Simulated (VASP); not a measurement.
Input:

```
HgTe
1.0
    0.00000     3.33473     3.33473
    3.33473     0.00000     3.33473
    3.33473     3.33473     0.00000
Hg Te
1 1
Direct
  0.00000   0.00000   0.00000
  0.25000   0.25000   0.25000
```

Computed with LDA (Ceperley-Alder, Perdew-Zunger), VASP's LDA PAW potentials (set 64) (plane waves; VASP). Settings: 300 eV cut-off, 7×7×7 Γ-centred mesh, Gaussian smearing of 0.14 eV, potentials Hg Te.

Energy and stress use the plane-wave basis of the starting cell.

Q: The ions, cell shape and volume are relaxed. What does this cell relax into?

A: 
```
HgTe
1.0
    0.00000     3.21710     3.21710
    3.21710     0.00000     3.21710
    3.21710     3.21710     0.00000
Hg Te
1 1
Direct
  0.00000   0.00000   0.00000
  0.25000   0.25000   0.25000
```
Space group F-43m (216), at a tolerance of 0.03 Å.

Q: How do energy and volume change from the first to the last step?

A: The energy (σ→0) changes by -52.0 meV/atom and the volume by -10.2 %, in 3 ionic steps.

The structure comes from a computed database's HgTe entry; how it stands against other phases isn't given here. This run relaxes it. Symmetry was kept, so distortions that lower it aren't found. The run is one of a series of settings (EDIFFG = -0.01, IBRION = 2, ISIF = 3, NSW = 50 against the base run), some of them coarse on purpose.
